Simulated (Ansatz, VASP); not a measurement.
## WCl2 in two plane-wave programs

Wanted: the spread between two codes on one cell, functional and k mesh. Of the first pair: The structure shown is the start of the Ansatz relaxation below; VASP solves that cell, so the two are compared at the walk's first step.

Method: plane waves, with VASP 6.6.1 beside it; PBEsol, in Ansatz 0.2.0.

**1. The structure**

The cell holds 3 atoms: 1 W and 2 Cl. Its edges and angles: a = 3.752 Å, b = 3.752 Å, c = 30.112 Å, α = 90.0°, β = 90.0°, γ = 120.0°. Vacuum lies along c. The height across the vacuum is the one that the program set for its solve, not the one typed.

**2. Ansatz: relaxation, PBEsol**

Ansatz runs on its default PAW (the set named soft_2) files.

The two programs are compared at the cell with which this relaxation starts, whose forces are those of its first step.

input.yaml reads:

```yaml
crystal:
  lattice:
    - [3.752, 0.0, 0.0]
    - [-1.876, 3.249327315, 0.0]
    - [0.0, 0.0, 19.1558825496]
  atoms:
    - { symbol: W, position: [0.0, 0.0, 0.5] }
    - { symbol: Cl, position: [0.3333333333, 0.6666666667, 0.5823737184] }
    - { symbol: Cl, position: [0.6666666667, 0.3333333333, 0.4176262816] }
  periodic: [true, true, false]
kpoints:
  mp_grid: { grid: [6, 6, 1] }
hamiltonian:
  xc: pbesol
scf:
  occupations: { method: fermi_dirac, width: 0.02 }
relax:
  f_tol: 0.01
  max_steps: 80
  cell: {}
```

Command:

```console
ansatz run input.yaml --threads 8 --pin off --max-ram 14745MiB --backend cpu --events-out ev --progress --plain --runs-dir out
```

Numbers of over 12 decimals in the logs are rounded to 6 here.

The log of the run:

```text
Warning: crystal.periodic: the lattice vector that does not repeat stood 0.000° off the slab's normal, 19.156 Å along it as the deck builds it. The run solves the slab on a vector along the normal, 30.112 Å long, with every atom where it was (on the deck's vector they left 16.00 Å outside them, and the widest stretch free of ions among them is 1.58 Å). A fractional position that the run reports is one of the run's ce [...]
crystal.periodic: the lattice vector that does not repeat stood 0.000° off the slab's normal, 19.156 Å along it as the deck builds it. The run solves the slab on a vector along the normal, 30.112 Å long, with every atom where it was (on the deck's vector they left 16.00 Å outside them, and the widest stretch free of ions among them is 1.58 Å). A fractional position that the run reports is one of the run's cell, which [...]
Engine: ansatz 0.2.0, aarch64-unknown-linux-gnu
Pseudopotentials: kind: paw
Pseudopotential: W, paw, valence charge 14, recommended cutoff 420 eV (normal), W.paw.azcp
Pseudopotential: Cl, paw, valence charge 7, recommended cutoff 420 eV (normal), Cl.paw.azcp
Functional definition: PBEsol
  exchange = pbesol_x
  correlation = pbesol_c
Crystal: 3 atoms, lattice volume = 367.107 Å³
Basis set: ecut = 420 eV, 7193 PW (Γ), exchange–correlation on 54×54×432 points (8 copies of the dense FFT grid, shifted against one another)
Bands: 18, of which v1, the nominal top of the filled ones, is band 14 counted from 1 (13 counted from 0)
Symmetry: 12 space group operations
Space group: P-3m1 (ITA 164), of the structure as read, at distance tolerance 7.2e-5 Å
k-points: 7 of 36
Non-local potential: W, projectors of the file, l = 0: 3, l = 1: 2, l = 2: 2, l = 3: 1
Non-local potential: Cl, projectors of the file, l = 0: 2, l = 1: 2, l = 2: 2
PAW form: soft (Blöchl's): semilocal exchange-correlation on the pseudo side does not see the compensation charge
PAW frozen core: W, regenerated for the run's functional, and the local potential with it (the file was generated under x = pbe(κ = 0.804, μ = 0.219515), c = pbe(β = 0.066725))
PAW frozen core: Cl, regenerated for the run's functional, and the local potential with it (the file was generated under x = pbe(κ = 0.804, μ = 0.219515), c = pbe(β = 0.066725))
PAW one-centre angular grid: W, 590 points (default); XC on 64 Gauss nodes
PAW one-centre angular grid: Cl, 110 points (default); XC on 64 Gauss nodes
Initial density: superposition of atomic densities (neutral atoms: chi_scale 0, normalization atom), corrected by the library's trained network
Initial wavefunctions: pseudopotential atomic-orbital guess
Functional: x = pbesol(κ = 0.804, μ = 0.123457), c = pbesol(β = 0.046)
SCF iter   1: F=—  HF=-12376.746063 eV  |F-HF|=—  |Δ(HF+E_count)|=         —  Δρ=3.28e-3  dr2=1.62e-1  ethr=1.77e-3  ⟨swp⟩=14.6  Hψ=1058  notcnv=0
[...]
SCF iter   7: F=—  HF=-12378.831133 eV  |F-HF|=—  |Δ(HF+E_count)|=   1.26e-4  Δρ=2.03e-5  dr2=6.51e-7  ethr=1.27e-7  ⟨swp⟩=2.9  Hψ=261  notcnv=0
SCF iter   8: F=-12378.831135 eV  HF=-12378.831135 eV  |F-HF|=2.11e-7  |Δ(HF+E_count)|=   2.04e-6  Δρ=5.41e-6  dr2=7.47e-8  ethr=1.07e-9  ⟨swp⟩=8.0  Hψ=680  notcnv=0
SCF 6 converged in 8 iterations: F = -12378.831135 eV  dr2 = 7.47e-8
relax step   6: F+E_penalty+E_count = -12378.83113486 eV  Δ(F+E_penalty+E_count) = -6.736e-3 eV  max|allowed force component| = 2.050e-2 eV/Å  Δτ_max = 0.0189 Å  P = +1.203 N/m  Ω = 242.230 Å³  energy of the carried Pulay correction = +1.837e-3 eV  fix = [c, alpha, beta]  reactions: c +0.000 N/m  (8 SCF iters, dr2 threshold 3.00e-7 eV, accepted)
[...]
relax step   7: F+E_penalty+E_count = -12378.83502260 eV  Δ(F+E_penalty+E_count) = -3.888e-3 eV  max|allowed force component| = 1.466e-2 eV/Å  Δτ_max = 0.0072 Å  P = -0.034 N/m  Ω = 245.588 Å³  energy of the carried Pulay correction = +1.777e-3 eV  fix = [c, alpha, beta]  reactions: c -0.000 N/m  (7 SCF iters, dr2 threshold 3.00e-7 eV, accepted)
[...]
relax step   8: F+E_penalty+E_count = -12378.83504145 eV  Δ(F+E_penalty+E_count) = -1.884e-5 eV  max|allowed force component| = 2.803e-3 eV/Å  Δτ_max = 0.0017 Å  P = +0.008 N/m  Ω = 245.624 Å³  energy of the carried Pulay correction = +1.777e-3 eV  fix = [c, alpha, beta]  reactions: c +0.000 N/m  (7 SCF iters, dr2 threshold 1.34e-8 eV, accepted)
[...]
relax step   9: F+E_penalty+E_count = -12378.83383251 eV  Δ(F+E_penalty+E_count) = +1.209e-3 eV  max|allowed force component| = 3.406e-3 eV/Å  Δτ_max = 0.0000 Å  P = +0.005 N/m  Ω = 245.624 Å³  fix = [c, alpha, beta]  reactions: c +0.000 N/m  stress off target by 4.94e-3 N/m on what of the cell is left free  SCF on the basis re-selected at this cell (its energy is not comparable with the rows above)  (9 SCF iters)
basis re-selected at this cell: Δ(F+E_penalty+E_count) = +1.209e-3 eV, ΔP = -0.003 N/m vs the last step (what re-selecting the basis moved, of the pressure what is left beyond the Pulay correction that the steps carried, after the strain that the cell walked since its last selection, with what the two solves' SCF thresholds leave and, on support functions, any second-order correction that the steps lacked; it is no measure of the basis error at this ecutwfc). The dense FFT grid was sized anew with the basis: this SCF ran on 24×24×216 points, the steps before it on 27×27×216, so part of this shift can come from that change (see relax.cell in the input reference). [rest of the remark cut]
SCF converged after 9 iterations
Free energy (F): -12378.833833 eV
Harris-Foulkes:  -12378.833833 eV  (|F-HF|=5.13e-10)
Internal energy: -12378.823250 eV  (E = F + TS)
E sigma→0 (E₀):  -12378.828541 eV
Entropy (-TS):   -0.010582 eV (-3.527 meV/atom)
Fermi energy:    -3.570934 eV
--- Per-component energies (eV) ---
  E_band       = -643.516550
  E_kinetic    = 777.333836
  E_local      = -53459.155261  (includes V_loc(G=0)·N_el)
  E_nonlocal   = 62.603919
  E_hartree    = 26290.219713
  E_xc         = -477.493853
  E_vxc        = -481.961613  (∫ρ·V_xc dr)
  E_paw        = -9720.280451  (= ΣΔE_a)
  E_vpaw       = -122.777013  (= ΣTr[D̂ρ^β])
  E_aug_tail   = 0.000127  (compensation charges beyond the density's cutoff)
  E_ewald      = 24147.570063
  E_core_change = 0.378656  (= ΣΔE_core)
  E_smearing   = -0.010582  (= −TS)
  E_closure    = -0.000000  (closes the sum)
  Σ components = -12378.833833   (vs F -12378.833833, Δ=0.00e0)
--- Forces (eV/Å), atoms counted from 1 ---
  atom   1  W      0.00000000    -0.00000000     0.00000000
  atom   2  Cl     0.00000000     0.00000000     0.00340636
  atom   3  Cl     0.00000000    -0.00000000    -0.00340636
  max |Σ_I F_I| component: 4.63e-18 eV/Å
--- 2D stress c σ (N/m, compression-positive) ---
        0.004939       0.000000       0.000000
        0.000000       0.004939      -0.000000
        0.000000      -0.000000       0.000000
  P = ½ c Tr σ = 0.0049 N/m
--- Relaxed structure (8 steps of the walk, 8 accepted, 1 SCFs on fresh bases) ---
  F+E_penalty+E_count = -12378.83383251 eV   max|allowed force component| = 3.406e-3 eV/Å   (the final SCF, on the basis selected at the relaxed cell)
  cell:  # Å, volume = 245.6237 Å³
    - [3.069034, 0.0, 0]
    - [-1.534517, 2.657861, 0]
    - [0, 0, 30.111765]
  atoms:
    - { symbol: W, position: [0, 0, 0.318080] }
    - { symbol: Cl, position: [0.333333, 0.666667, 0.375447] }
    - { symbol: Cl, position: [0.666667, 0.333333, 0.260713] }
```

**3. VASP: single point, PBEsol, start cell, pair 1**

The same cell, functional, mesh and smearing now go to VASP, with its own data sets.

Lines of VASP's logs that name or quote its potential files are left out, and so is its time.

INCAR reads:

```
SYSTEM = WCl2
PREC = Accurate
ENCUT = 520
EDIFF = 1E-06
NELM = 120
ISMEAR = -1
SIGMA = 0.02
LREAL = .FALSE.
ALGO = Normal
GGA = PS
NBANDS = 16
LASPH = .TRUE.
LORBIT = 11
LWAVE = .FALSE.
LCHARG = .FALSE.
ISIF = 2
LDIPOL = .TRUE.
IDIPOL = 3
DIPOL = 0.5 0.5 0.318
LVHAR = .TRUE.
GGA_COMPAT = .FALSE.
NELMDL = -8
```

POSCAR reads:

```
WCl2
1.0
    3.7520000000      0.0000000000      0.0000000000
   -1.8760000000      3.2493270000      0.0000000000
    0.0000000000      0.0000000000     30.1117650000
W Cl
1 2
Direct
    0.0000000000      0.0000000000      0.3180796941
    0.3333333333      0.6666666667      0.3704825174
    0.6666666667      0.3333333333      0.2656768708
```

KPOINTS reads:

```
Automatic mesh
0
Gamma
6 6 1
0 0 0
```

PAW data sets: W and Cl (PBE family, release 64).

Command:

```console
mpirun -np 1 vasp_std
```

The log of the run:

```text
[banner, memory and clock lines left out]
running    1 mpi-ranks, on    1 nodes
 distrk:  each k-point on    1 cores,    1 groups
 distr:  one band on    1 cores,    1 groups

 POSCAR found type information on POSCAR W Cl
 POSCAR found :  2 types and       3 ions
|                                                                             |
|               ----> ADVICE to this user running VASP <----                  |
|                                                                             |
|     You enforced a specific xc type in the INCAR file but a different       |
|     [... a line on the potential file left out ...]
|     I HOPE YOU KNOW WHAT YOU ARE DOING!                                     |
|                                                                             |

 LDA part: xc-table for (Slater+PW92), standard interpolation
 POSCAR, INCAR and KPOINTS ok, starting setup
 FFT: planning ... GRIDC
 FFT: planning ... GRID_SOFT
 FFT: planning ... GRID
 WAVECAR not read
 entering main loop
       N       E                     dE             d eps       ncg     rms          rms(c)
DAV:   1     0.168448706301E+03    0.16845E+03   -0.60639E+03   224   0.859E+02
DAV:   2     0.143091293192E+02   -0.15414E+03   -0.14855E+03   400   0.153E+02
DAV:   3    -0.161251898260E+02   -0.30434E+02   -0.30031E+02   336   0.857E+01
DAV:   4    -0.169465159553E+02   -0.82133E+00   -0.81862E+00   288   0.180E+01
DAV:   5    -0.169596516646E+02   -0.13136E-01   -0.13133E-01   312   0.228E+00
DAV:   6    -0.169600414753E+02   -0.38981E-03   -0.38981E-03   304   0.414E-01
DAV:   7    -0.169600574371E+02   -0.15962E-04   -0.15962E-04   320   0.815E-02
DAV:   8    -0.169600581232E+02   -0.68613E-06   -0.68605E-06   296   0.173E-02    0.113E+01
DAV:   9    -0.163847886506E+02    0.57527E+00   -0.20094E+00   296   0.712E+00    0.520E+00
DAV:  10    -0.163513946444E+02    0.33394E-01   -0.15266E-01   264   0.256E+00    0.185E+00
DAV:  11    -0.163515717303E+02   -0.17709E-03   -0.30649E-02   312   0.116E+00    0.358E-01
DAV:  12    -0.163507128380E+02    0.85889E-03   -0.15927E-03   312   0.261E-01    0.243E-01
DAV:  13    -0.163501954054E+02    0.51743E-03   -0.13045E-03   320   0.206E-01    0.690E-02
DAV:  14    -0.163501259986E+02    0.69407E-04   -0.16679E-04   320   0.706E-02    0.360E-02
DAV:  15    -0.163500896033E+02    0.36395E-04   -0.51516E-05   304   0.384E-02    0.216E-02
DAV:  16    -0.163501124284E+02   -0.22825E-04   -0.23543E-05   272   0.251E-02    0.772E-03
DAV:  17    -0.163501664834E+02   -0.54055E-04   -0.59785E-06   264   0.138E-02    0.947E-03
DAV:  18    -0.163502380416E+02   -0.71558E-04   -0.49705E-06   256   0.975E-03    0.545E-03
DAV:  19    -0.163502697412E+02   -0.31700E-04   -0.36587E-06   288   0.747E-03    0.262E-03
DAV:  20    -0.163502854077E+02   -0.15666E-04   -0.29185E-07   232   0.256E-03    0.136E-03
DAV:  21    -0.163502942396E+02   -0.88319E-05   -0.45096E-07   208   0.199E-03    0.125E-03
DAV:  22    -0.163502969996E+02   -0.27600E-05   -0.33339E-08   248   0.938E-04    0.562E-04
DAV:  23    -0.163503006367E+02   -0.36371E-05   -0.17214E-07   208   0.124E-03    0.621E-04
DAV:  24    -0.163503013911E+02   -0.75443E-06   -0.14623E-08   248   0.611E-04
   1 F= -.16350301E+02 E0= -.16349915E+02  d E =-.772328E-03
```

(Part 1 of 2 ends here.)

[Lines on the potential files, build, host, timing and source positions are cut from VASP's logs without a mark.]

[Logs are printed without paths, hosts, clocks, repeated set-up lines and the standing remarks that a program may print on its own settings, such as how far it seeks lower states.]

[Hosts, paths, dates, database ids (printed as entryN), source tags and the programs' standing remarks are cut or masked in the printed files.]
